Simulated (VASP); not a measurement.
Method: PW91 GGA, VASP's PBE PAW potentials (set 64) (plane waves; VASP).

Input for VASP

**POSCAR**
```
BN
1.0
  1.2773773423  -2.2124826789   0.0000000000
  1.2773773423   2.2124826789   0.0000000000
  0.0000000000   0.0000000000   4.2250626691
B N
2 2
direct
  0.6666670000   0.3333330000   0.5002283801
  0.3333330000   0.6666670000   0.0002283801
  0.6666670000   0.3333330000   0.8747716199
  0.3333330000   0.6666670000   0.3747716199
```

**INCAR**
```
ALGO = Normal
EDIFF = 1E-7
EDIFFG = -0.01
ENCUT = 520
GGA = 91
IBRION = 2
ISIF = 4
ISMEAR = 0
LASPH = .TRUE.
LCHARG = .FALSE.
LREAL = .FALSE.
LWAVE = .FALSE.
NELM = 100
NSW = 30
PREC = Accurate
SIGMA = 0.05
SYSTEM = BN
```

KPOINTS:
```
Automatic
0
G
 10 10 5
0 0 0
```

POTCAR, in this order: B N (PBE.64 set). Program: vasp_std.

Output

### OSZICAR
```
       N       E                     dE             d eps       ncg     rms          rms(c)
DAV:   1     0.521001988321E+02    0.52100E+02   -0.86976E+03  1016   0.129E+03
DAV:   2    -0.344359458583E+02   -0.86536E+02   -0.80843E+02  1484   0.272E+02
DAV:   3    -0.369615982333E+02   -0.25257E+01   -0.25166E+01  1336   0.472E+01
DAV:   4    -0.369743233602E+02   -0.12725E-01   -0.12717E-01  1260   0.355E+00
DAV:   5    -0.369744684747E+02   -0.14511E-03   -0.14509E-03  1300   0.357E-01    0.957E+00
DAV:   6    -0.351186519674E+02    0.18558E+01   -0.51809E+00  1244   0.188E+01    0.449E+00
DAV:   7    -0.349773417934E+02    0.14131E+00   -0.23893E-01  1216   0.476E+00    0.271E+00
DAV:   8    -0.349424910797E+02    0.34851E-01   -0.76867E-02  1128   0.252E+00    0.228E-01
DAV:   9    -0.349415460993E+02    0.94498E-03   -0.23536E-03  1292   0.505E-01    0.122E-01
DAV:  10    -0.349417191262E+02   -0.17303E-03   -0.33301E-04  1220   0.181E-01    0.259E-02
DAV:  11    -0.349417190614E+02    0.64730E-07   -0.62841E-05  1276   0.681E-02    0.119E-02
DAV:  12    -0.349417199787E+02   -0.91730E-06   -0.68037E-06  1236   0.262E-02    0.222E-03
DAV:  13    -0.349417200927E+02   -0.11396E-06   -0.20120E-07  1000   0.491E-03    0.593E-04
DAV:  14    -0.349417200920E+02    0.70395E-09   -0.16811E-08   688   0.156E-03
   1 F= -.34941720E+02 E0= -.34941720E+02  d E =-.349417E+02
```

File OUTCAR:
```
------------------------ aborting loop because EDIFF is reached ----------------------------------------
  FORCE on cell =-STRESS in cart. coord.  units (eV):
  Direction    XX          YY          ZZ          XY          YZ          ZX
  --------------------------------------------------------------------------------------
  Total       -0.0042772     -0.0042772     -0.0045149      0.0000000      0.0000000      0.0000000
  in kB       -0.2869512     -0.2869513     -0.3028984      0.0000000      0.0000000      0.0000000
  external PRESSURE =      -0.2922670 kB  Pullay stress =       0.0000000 kB
  volume of cell :       23.88
      direct lattice vectors                 reciprocal lattice vectors
     1.277377342 -2.212482679  0.000000000     0.391427015 -0.225990470  0.000000000
     1.277377342  2.212482679  0.000000000     0.391427015  0.225990470  0.000000000
     0.000000000  0.000000000  4.225062669     0.000000000  0.000000000  0.236682880
  FREE ENERGIE OF THE ION-ELECTRON SYSTEM (eV)
  ---------------------------------------------------
  free  energy   TOTEN  =       -34.9417200920 eV

  energy  without entropy=      -34.9417200920  energy(sigma->0) =      -34.94172009

 reached required accuracy - stopping structural energy minimisation
```
(Selected blocks of OUTCAR.)

### OUTCAR
```
 val. band max:        7.3618635900   @ k =   0.0000   0.0000   0.0000

 cond. band min:      12.7977314153   @ k =   0.3000   0.3000   0.0000


 Fermi energy:         7.6709722973

 k-point     1 :       0.0000    0.0000    0.0000
  band No.  band energies     occupation
      1     -12.8761      2.00000
      2      -8.7743      2.00000
      3      -3.4227      2.00000
      4       5.2670      2.00000
      5       5.2671      2.00000
      6       7.0963      2.00000
      7       7.3618      2.00000
      8       7.3619      2.00000
      9      15.7188      0.00000
     10      15.7189      0.00000
     11      15.9406      0.00000
     12      16.8049      0.00000

 k-point     2 :       0.1000   -0.0000    0.0000
  band No.  band energies     occupation
      1     -12.6607      2.00000
      2      -8.6102      2.00000
      3      -3.2092      2.00000
      4       4.3078      2.00000
      5       4.8782      2.00000
      6       6.5631      2.00000
      7       6.8856      2.00000
      8       7.1391      2.00000
      9      15.3936      0.00000
     10      16.1388      0.00000
     11      16.2683      0.00000
     12      17.4851      0.00000

 k-point     3 :       0.2000   -0.0000    0.0000
  band No.  band energies     occupation
      1     -12.0249      2.00000
      2      -8.1528      2.00000
      3      -2.5812      2.00000
      4       2.1634      2.00000
      5       4.0386      2.00000
      6       4.7115      2.00000
      7       6.2482      2.00000
      8       6.5655      2.00000
      9      14.8932      0.00000
     10      16.6964      0.00000
     11      17.0305      0.00000
     12      18.2416      0.00000

 k-point     4 :       0.3000   -0.0000    0.0000
  band No.  band energies     occupation
      1     -11.0095      2.00000
      2      -7.5556      2.00000
      3      -1.5897      2.00000
      4      -0.1124      2.00000
      5       2.5753      2.00000
      6       3.2109      2.00000
...
```

The compound is BN in the wurtzite structure, a metastable high-pressure form. It was relaxed first.
